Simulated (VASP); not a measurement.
**What goes wrong when Nb3Sn is relaxed with a bad input**

Aim: see how common mistakes in a VASP relaxation show up, on Nb3Sn. The starting structure is a measured crystal structure from the Crystallography Open Database. The first relaxation on each setting starts from this cell expanded by 3 % in volume.

Method: Kohn-Sham DFT with plane waves and PAW; PBEsol, in VASP 6.6.1.

## 1. The starting structure

Symmetry: Pm-3n, No. 223, cubic system. Conventional cell: a = 5.282 Å, b = 5.282 Å, c = 5.282 Å, α = 90.00°, β = 90.00°, γ = 90.00°. Nearest to Sn lie 12 Nb at 2.95 Å. Nearest to Nb lie 2 Nb at 2.64 Å and 4 Sn at 2.95 Å. Farther neighbours are not listed.

## 2. Reference relaxation

This run starts from the cell of an earlier relaxation, which isn't shown; the restart sets up the plane waves anew.

INCAR

```
SYSTEM = Nb3Sn
PREC = Accurate
ENCUT = 450
EDIFF = 1E-06
NELM = 100
ISMEAR = 1
SIGMA = 0.15
LREAL = .FALSE.
ALGO = Normal
GGA = PS
NBANDS = 65
LASPH = .TRUE.
LORBIT = 11
LWAVE = .FALSE.
LCHARG = .FALSE.
KPAR = 8
IBRION = 2
NSW = 50
ISIF = 3
EDIFFG = -0.006
```

POSCAR

```
Nb3Sn
1.0
    5.2548442801      0.0000000000      0.0000000000
    0.0000000000      5.2548442801      0.0000000000
    0.0000000000      0.0000000000      5.2548442801
Sn Nb
2 6
Direct
    0.5000000000      0.5000000000      0.5000000000
    0.0000000000      0.0000000000      0.0000000000
    0.0000000000      0.5000000000      0.2500000000
    0.0000000000      0.5000000000      0.7500000000
    0.5000000000      0.2500000000      0.0000000000
    0.7500000000      0.0000000000      0.5000000000
    0.5000000000      0.7500000000      0.0000000000
    0.2500000000      0.0000000000      0.5000000000
```

KPOINTS

```
Automatic mesh
0
Gamma
6 6 6
0 0 0
```

Potentials, in the order of the species: Sn_d and Nb_sv (PBE family, release 64).

Launch:

```console
$ mpirun -np 8 vasp_std
```

The program printed:

```text
[banner, memory and clock lines left out]
running    8 mpi-ranks, on    1 nodes
 distrk:  each k-point on    1 cores,    8 groups
 distr:  one band on    1 cores,    1 groups

 POSCAR found type information on POSCAR SnNb
 POSCAR found :  2 types and       8 ions
|                                                                             |
|           W    W    AA    RRRRR   N    N  II  N    N   GGGG   !!!           |
|           W    W   A  A   R    R  NN   N  II  NN   N  G    G  !!!           |
|           W    W  A    A  R    R  N N  N  II  N N  N  G       !!!           |
|           W WW W  AAAAAA  RRRRR   N  N N  II  N  N N  G  GGG   !            |
|           WW  WW  A    A  R   R   N   NN  II  N   NN  G    G                |
|           W    W  A    A  R    R  N    N  II  N    N   GGGG   !!!           |
|                                                                             |
|     For optimal performance we recommend to set                             |
|       NCORE = 2 up to number-of-cores-per-socket                            |
|     NCORE specifies how many cores store one orbital (NPAR=cpu/NCORE).      |
|     This setting can greatly improve the performance of VASP for DFT.       |
|     The default, NCORE=1 might be grossly inefficient on modern             |
|     multi-core architectures or massively parallel machines. Do your        |
|     Unfortunately you need to use the default for GW and RPA                |
|     calculations (for HF NCORE is supported but not extensively tested      |
|     yet).                                                                   |
|                                                                             |

|                                                                             |
|               ----> ADVICE to this user running VASP <----                  |
|                                                                             |
|     You enforced a specific xc type in the INCAR file but a different       |
|     [... a line on the potential file left out ...]
|     I HOPE YOU KNOW WHAT YOU ARE DOING!                                     |
|                                                                             |

 LDA part: xc-table for (Slater+PW92), standard interpolation
 POSCAR, INCAR and KPOINTS ok, starting setup
 FFT: planning ... GRIDC
 FFT: planning ... GRID_SOFT
 FFT: planning ... GRID
 WAVECAR not read
 entering main loop
       N       E                     dE             d eps       ncg     rms          rms(c)
DAV:   1     0.166194132190E+04    0.16619E+04   -0.47062E+04  2713   0.200E+03
DAV:   2     0.186211715367E+03   -0.14757E+04   -0.14390E+04  2600   0.738E+02
DAV:   3    -0.505631068705E+02   -0.23677E+03   -0.22707E+03  3489   0.249E+02
DAV:   4    -0.772362314058E+02   -0.26673E+02   -0.26046E+02  3928   0.758E+01
DAV:   5    -0.793120575552E+02   -0.20758E+01   -0.20622E+01  4712   0.186E+01    0.191E+01
DAV:   6    -0.762589874761E+02    0.30531E+01   -0.89020E+00  3640   0.149E+01    0.620E+00
DAV:   7    -0.759559918993E+02    0.30300E+00   -0.20790E+00  4088   0.677E+00    0.268E+00
DAV:   8    -0.759496460161E+02    0.63459E-02   -0.21536E-01  4248   0.235E+00    0.816E-01
DAV:   9    -0.759505422647E+02   -0.89625E-03   -0.32006E-02  4016   0.979E-01    0.353E-01
DAV:  10    -0.759509523270E+02   -0.41006E-03   -0.53148E-03  3992   0.355E-01    0.497E-02
DAV:  11    -0.759509312469E+02    0.21080E-04   -0.50794E-04  3616   0.130E-01    0.303E-02
DAV:  12    -0.759509224639E+02    0.87830E-05   -0.50632E-05  4536   0.386E-02    0.466E-03
DAV:  13    -0.759509215903E+02    0.87360E-06   -0.29990E-06  2568   0.994E-03
   1 F= -.75950922E+02 E0= -.75944011E+02  d E =-.759509E+02
 curvature:   0.00 expect dE= 0.000E+00 dE for cont linesearch  0.000E+00
 trial: gam= 0.00000 g(F)=  0.149E-48 g(S)=  0.429E-04 ort = 0.000E+00 (trialstep = 0.100E+01)
 search vector abs. value=  0.429E-04
 bond charge predicted
       N       E                     dE             d eps       ncg     rms          rms(c)
DAV:   1    -0.759515605669E+02   -0.63810E-03   -0.23728E-02  3008   0.123E+00    0.170E-01
DAV:   2    -0.759510669824E+02    0.49358E-03   -0.24410E-03  3480   0.370E-01    0.960E-02
DAV:   3    -0.759508796491E+02    0.18733E-03   -0.13703E-03  3944   0.208E-01    0.536E-02
DAV:   4    -0.759508779703E+02    0.16788E-05   -0.16308E-04  3648   0.590E-02    0.200E-02
DAV:   5    -0.759508881359E+02   -0.10166E-04   -0.16329E-05  3728   0.184E-02    0.175E-02
DAV:   6    -0.759508930437E+02   -0.49078E-05   -0.43132E-06  2624   0.892E-03    0.904E-03
DAV:   7    -0.759508980532E+02   -0.50095E-05   -0.51582E-06  2960   0.910E-03    0.208E-03
DAV:   8    -0.759508970072E+02    0.10460E-05   -0.69053E-07  1840   0.636E-03    0.136E-03
DAV:   9    -0.759508972562E+02   -0.24895E-06   -0.27044E-07  1840   0.336E-03
   2 F= -.75950897E+02 E0= -.75943990E+02  d E =0.243341E-04
 trial-energy change:    0.000024  1 .order    0.000022   -0.000043    0.000086
 step:   0.3314(harm=  0.3314)  dis= 0.00000  next Energy=   -75.950929 (dE=-0.710E-05)
 bond charge predicted
       N       E                     dE             d eps       ncg     rms          rms(c)
DAV:   1    -0.759512262877E+02   -0.32928E-03   -0.10636E-02  2976   0.820E-01    0.114E-01
DAV:   2    -0.759510166127E+02    0.20967E-03   -0.11029E-03  3448   0.248E-01    0.644E-02
DAV:   3    -0.759509363335E+02    0.80279E-04   -0.61217E-04  3936   0.139E-01    0.357E-02
DAV:   4    -0.759509305962E+02    0.57374E-05   -0.72739E-05  3640   0.394E-02    0.132E-02
DAV:   5    -0.759509303328E+02    0.26333E-06   -0.62644E-06  2832   0.123E-02
   3 F= -.75950930E+02 E0= -.75944022E+02  d E =-.874255E-05
 curvature:  -0.17 expect dE=-0.337E-07 dE for cont linesearch -0.337E-07
 trial: gam=-0.06416 g(F)=  0.873E-48 g(S)=  0.203E-06 ort = 0.295E-05 (trialstep = 0.866E+00)
 search vector abs. value=  0.107E-08
 reached required accuracy - stopping structural energy minimisation
```

The job ended after 51 s (8 MPI ranks of Intel Xeon 6975P-C (Granite Rapids), shared host; peak memory 2.4 GiB).

Lines that name or quote the potential files are left out of all logs, and their timing lines are given in words.

OUTCAR, selected parts (step 2):

```text
ion  position               nearest neighbor table
   1  0.500  0.500  0.500-   3 2.94   4 2.94   5 2.94   6 2.94   7 2.94   8 2.94   5 2.94   7 2.94
                             6 2.94   8 2.94   3 2.94   4 2.94
   2  0.000  0.000  0.000-   3 2.94   4 2.94   5 2.94   6 2.94   7 2.94   8 2.94   6 2.94   8 2.94
                             3 2.94   4 2.94   5 2.94   7 2.94
   3  0.000  0.500  0.250-   4 2.63   4 2.63   1 2.94   2 2.94   2 2.94   1 2.94
   4  0.000  0.500  0.750-   3 2.63   3 2.63   1 2.94   2 2.94   2 2.94   1 2.94
   5  0.500  0.250  0.000-   7 2.63   7 2.63   1 2.94   1 2.94   2 2.94   2 2.94
   6  0.750  0.000  0.500-   8 2.63   8 2.63   1 2.94   2 2.94   1 2.94   2 2.94
   7  0.500  0.750  0.000-   5 2.63   5 2.63   1 2.94   1 2.94   2 2.94   2 2.94
   8  0.250  0.000  0.500-   6 2.63   6 2.63   1 2.94   2 2.94   1 2.94   2 2.94

  LATTYP: Found a simple cubic cell.
 ALAT       =     5.2548442801

 Subroutine GETGRP returns: Found 48 space group operations
 (whereof 24 operations were pure point group operations)

The static configuration has the point symmetry T_h .
 The point group associated with its full space group is O_h .

 Found     20 irreducible k-points:

   k-points           NKPTS =     20   k-points in BZ     NKDIM =     20   number of bands    NBANDS=     65

   dimension x,y,z NGX =    36 NGY =   36 NGZ =   36
   dimension x,y,z NGXF=    72 NGYF=   72 NGZF=   72

   ENCUT  =  450.0 eV  33.07 Ry    5.75 a.u.   9.09  9.09  9.09*2*pi/ulx,y,z

   NELECT =     106.0000    total number of electrons

 k-points in reciprocal lattice and weights: Automatic mesh
   0.00000000  0.00000000  0.00000000       0.005
   0.16666667  0.00000000  0.00000000       0.028
   0.33333333  0.00000000  0.00000000       0.028
   0.50000000  0.00000000  0.00000000       0.014
   0.16666667  0.16666667  0.00000000       0.056
   0.33333333  0.16666667  0.00000000       0.111
   0.50000000  0.16666667  0.00000000       0.056
   0.33333333  0.33333333  0.00000000       0.056
   0.50000000  0.33333333  0.00000000       0.056
[...]
0.50000000  0.50000000  0.33333333       0.028
   0.50000000  0.50000000  0.50000000       0.005

 average (electrostatic) potential at core
       1 -94.5056       2 -94.5056       3 -76.3563       4 -76.3563       5 -76.3563
       6 -76.3563       7 -76.3563       8 -76.3563

 E-fermi :  11.5296

 k-point     1 :       0.0000    0.0000    0.0000
  band No.  band energies     occupation
    ...
     50      10.9758      2.00000
     51      10.9758      2.00000
     52      10.9758      2.00000
     53      11.4675      1.63851
     54      11.4675      1.63851
     55      13.9611     -0.00000
     56      13.9611     -0.00000
     57      13.9611     -0.00000
     58      14.0716     -0.00000
     59      15.1007      0.00000
    ...

 k-point     2 :       0.1667    0.0000    0.0000
  band No.  band energies     occupation
    ...
     50      10.9556      2.00000
     51      11.0288      2.00002
     52      11.0288      2.00002
     53      11.5261      1.03878
     54      11.5350      0.93947
     55      13.6922     -0.00000
     56      13.8584     -0.00000
     57      13.8584     -0.00000
     58      14.4495     -0.00000
     59      14.7431      0.00000
    ...

 k-point     3 :       0.3333    0.0000    0.0000
  band No.  band energies     occupation
    ...
     50      10.8655      2.00000
     51      10.8752      2.00000
     52      10.8752      2.00000
     53      11.4213      1.93449
     54      11.5044      1.27926
     55      12.8570     -0.00000
     56      13.7346     -0.00000
     57      13.7346     -0.00000
     58      14.3885     -0.00000
     59      14.4088     -0.00000
    ...

  Total       -0.0033537     -0.0033537     -0.0033537      0.0000000     -0.0000000      0.0000000
  in kB       -0.0370408     -0.0370408     -0.0370408      0.0000000     -0.0000000      0.0000000
  external PRESSURE =      -0.0370408 kB  Pullay stress =       0.0000000 kB

  energy-cutoff  :      450.00
  volume of cell :      145.06
      direct lattice vectors                 reciprocal lattice vectors
     5.254333211 -0.000000000 -0.000000000     0.190319106 -0.000000000  0.000000000
     0.000000000  5.254333211 -0.000000000     0.000000000  0.190319106  0.000000000
    -0.000000000 -0.000000000  5.254333211     0.000000000  0.000000000  0.190319106

 POSITION                                       TOTAL-FORCE (eV/Angst)
 -----------------------------------------------------------------------------------
      2.62717      2.62717      2.62717        -0.000000      0.000000     -0.000000
      0.00000      0.00000      0.00000        -0.000000      0.000000     -0.000000
      0.00000      2.62717      1.31358         0.000000      0.000000     -0.000000
      0.00000      2.62717      3.94075        -0.000000     -0.000000      0.000000
      2.62717      1.31358     -0.00000         0.000000     -0.000000      0.000000
      3.94075     -0.00000      2.62717         0.000000      0.000000     -0.000000
      2.62717      3.94075     -0.00000         0.000000      0.000000      0.000000
      1.31358     -0.00000      2.62717        -0.000000     -0.000000      0.000000
 -----------------------------------------------------------------------------------
    total drift:                                0.000000      0.000000     -0.000000

  FREE ENERGIE OF THE ION-ELECTRON SYSTEM (eV)
  ---------------------------------------------------
  free  energy   TOTEN  =       -75.9509303328 eV

  energy  without entropy=      -75.9302046855  energy(sigma->0) =      -75.94402178

 reached required accuracy - stopping structural energy minimisation

 total charge
# of ion       s       p       d       tot
------------------------------------------
    1        1.088   1.479  10.063  12.630
    2        1.088   1.479  10.063  12.630
    3        2.188   6.001   2.536  10.725
    4        2.188   6.001   2.536  10.725
    5        2.188   6.001   2.536  10.725
    6        2.188   6.001   2.536  10.725
    7        2.188   6.001   2.536  10.725
    8        2.188   6.001   2.536  10.725
--------------------------------------------------
tot         15.302  38.965  35.343  89.610

[... 3 further parts left out ...]
```

The PAW data sets were made with PBE, which is usual practice but a small mismatch for other functionals. The run keeps the 48 symmetry operations of its start, so it cannot find a distortion of lower symmetry.

The reference relaxation ends at 18.133 Å³ an atom.

## 3. Relaxation with a k mesh far too coarse

A slip made on purpose: a k mesh far too coarse. Against step 2 the input has a 1×1×1 mesh (also changed: NELM, NCORE and KPAR).

Edit INCAR of step 2 so:

```diff
@@ -4,3 +4,3 @@
 EDIFF = 1E-06
-NELM = 100
+NELM = 60
 ISMEAR = 1
@@ -15,3 +15,3 @@
 LCHARG = .FALSE.
-KPAR = 8
+NCORE = 8
 IBRION = 2
```

Edit POSCAR of step 2 so:

```diff
@@ -2,5 +2,5 @@
 1.0
-    5.2548442801      0.0000000000      0.0000000000
-    0.0000000000      5.2548442801      0.0000000000
-    0.0000000000      0.0000000000      5.2548442801
+    5.3344014212      0.0000000000      0.0000000000
+    0.0000000000      5.3344014212      0.0000000000
+    0.0000000000      0.0000000000      5.3344014212
 Sn Nb
```

KPOINTS

```
Automatic mesh
0
Gamma
1 1 1
0 0 0
```

Launch:

```console
$ mpirun -np 8 vasp_std
```

The program printed:

```text
[banner, memory and clock lines left out]
running    8 mpi-ranks, on    1 nodes
[...]
[... a notice as in an earlier step ...]

 [... a notice as in an earlier step ...]

 LDA part: xc-table for (Slater+PW92), standard interpolation
 POSCAR, INCAR and KPOINTS ok, starting setup
[...]
entering main loop
       N       E                     dE             d eps       ncg     rms          rms(c)
DAV:   1     0.163776882638E+04    0.16378E+04   -0.47963E+04   138   0.197E+03
DAV:   2     0.177547414009E+03   -0.14602E+04   -0.14247E+04   130   0.763E+02
DAV:   3    -0.597351088671E+02   -0.23728E+03   -0.23018E+03   179   0.251E+02
DAV:   4    -0.862949517652E+02   -0.26560E+02   -0.26221E+02   212   0.756E+01
[...]
DAV:  11    -0.841420368325E+02    0.13451E-03   -0.32768E-04   196   0.954E-02    0.395E-02
DAV:  12    -0.841420372176E+02   -0.38512E-06   -0.41743E-05   204   0.377E-02    0.632E-03
DAV:  13    -0.841420374579E+02   -0.24024E-06   -0.27976E-06   140   0.801E-03
   1 F= -.84142037E+02 E0= -.84114099E+02  d E =-.841420E+02
[... from here on, the cycles between the ionic steps are left out ...]
   2 F= -.77301117E+02 E0= -.77272907E+02  d E =0.684092E+01
   3 F= -.85427739E+02 E0= -.85399538E+02  d E =-.128570E+01
   4 F= -.85438144E+02 E0= -.85409942E+02  d E =-.129611E+01
   5 F= -.85439236E+02 E0= -.85411033E+02  d E =-.129720E+01
[...]
reached required accuracy - stopping structural energy minimisation
```

Elapsed: 13 s, on 8 MPI ranks; peak memory 0.94 GiB; 92 s of CPU time.

OUTCAR, selected parts (step 3):

```text
  Total       -0.0171059     -0.0171059     -0.0171059     -0.0000000     -0.0000000     -0.0000000
  in kB       -0.2041857     -0.2041857     -0.2041857     -0.0000000     -0.0000000     -0.0000000
  external PRESSURE =      -0.2041857 kB  Pullay stress =       0.0000000 kB

 POSITION                                       TOTAL-FORCE (eV/Angst)
 -----------------------------------------------------------------------------------
      2.56004      2.56004      2.56004        -0.000000     -0.000000     -0.000000
      0.00000      0.00000      0.00000        -0.000000     -0.000000     -0.000000
     -0.00000      2.56004      1.28002         0.000000      0.000000      0.000000
     -0.00000      2.56004      3.84006         0.000000      0.000000     -0.000000
      2.56004      1.28002     -0.00000         0.000000      0.000000      0.000000
      3.84006      0.00000      2.56004         0.000000      0.000000      0.000000
      2.56004      3.84006     -0.00000        -0.000000     -0.000000     -0.000000
      1.28002      0.00000      2.56004        -0.000000     -0.000000     -0.000000
 -----------------------------------------------------------------------------------
    total drift:                                0.000000     -0.000000      0.000000

  FREE ENERGIE OF THE ION-ELECTRON SYSTEM (eV)
  ---------------------------------------------------
  free  energy   TOTEN  =       -85.4392358368 eV

  energy  without entropy=      -85.3546260953  energy(sigma->0) =      -85.41103259

[... 1 part as in an earlier step ...]

[... 3 further parts left out ...]
[key lines of the parts left out:]
E-fermi :  12.6386
```

With a k mesh far too coarse the cell ends at 16.778 Å³ an atom, -7.47 % from the reference.

(Part 1 of 2 ends here.)

[Lines on the potential files, build, host, timing and source positions are cut from VASP's logs without a mark.]

[Logs are printed without paths, hosts, clocks, repeated set-up lines and the standing remarks that a program may print on its own settings, such as how far it seeks lower states.]

[Hosts, paths, dates, database ids (printed as entryN), source tags and the programs' standing remarks are cut or masked in the printed files.]
